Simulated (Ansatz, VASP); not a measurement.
# Cross-check of H8C59 (C(110) slab, H on the bottom face, stepped) between VASP and Ansatz, part 2 of 2

Wanted: the spread between two codes on one cell, functional and k mesh. The cell is taken from a series of runs on this material, whose earlier steps may have relaxed, scaled, displaced or heated it; both programs get it as it stands.

VASP 6.6.1 and Ansatz 0.2.0.

So far: The structure; VASP: single point, PBE with D3(BJ); Ansatz: single point, PBE with D3(BJ).

## 4. Differences

Known differences besides the potentials themselves: Ansatz takes its cutoff from its data sets, VASP runs at 520 eV. Total energies have different zeros and are not compared.

Compared:

| quantity | Ansatz | VASP | difference |
| --- | --- | --- | --- |
| gap on the k mesh (eV) | 0.233 | 0.230 | +0.003 |

Forces on 10 of the 201 atoms, those with the largest forces and the largest differences (eV/Å; atoms numbered as in POSCAR):

| atom | Ansatz x, y, z | VASP x, y, z |
| --- | --- | --- |
| C1 | 1.179, -3.839, 0.754 | 1.190, -3.852, 0.737 |
| C2 | -0.517, 3.251, 0.973 | -0.529, 3.257, 0.968 |
| C59 | 0.008, 0.004, 0.026 | 0.060, 0.006, 0.042 |
| C60 | -2.250, 1.326, 0.500 | -2.273, 1.332, 0.498 |
| C75 | 0.004, -0.005, 0.013 | -0.047, -0.007, 0.033 |
| C76 | 1.286, -1.063, -1.923 | 1.297, -1.069, -1.920 |
| C91 | -0.514, 3.388, 1.329 | -0.510, 3.383, 1.322 |
| C150 | -0.836, 2.329, 0.682 | -0.853, 2.326, 0.671 |
| C163 | 0.005, 0.011, 0.011 | 0.053, 0.013, 0.042 |
| C165 | -0.755, 2.429, 1.545 | -0.768, 2.432, 1.523 |

The forces differ by 11 meV/Å r.m.s., which is 2.2 % of the r.m.s. force of 0.500 eV/Å (both taken over all components). A gap on the mesh is an upper bound, since the band edges may lie between its points. With vacuum in the cell, a pressure given here is an average over mostly empty space and none of the material.

## 5. Outcome

```
r.m.s. force difference (single point, PBE with D3(BJ)) : 2.2 % of the r.m.s. force
```

The r.m.s. force difference is 2.2 % of the r.m.s. force (single point, PBE with D3(BJ)), within the 3 % picked in this series as the mark of a large difference. Such differences can come from data sets, numerical settings and the points named under the comparisons, not from the functional's error against experiment.

[Lines on the potential files, build, host, timing and source positions are cut from VASP's logs without a mark.]

[Logs are printed without paths, hosts, clocks, repeated set-up lines and the standing remarks that a program may print on its own settings, such as how far it seeks lower states.]

[Hosts, paths, dates, database ids (printed as entryN), source tags and the programs' standing remarks are cut or masked in the printed files.]
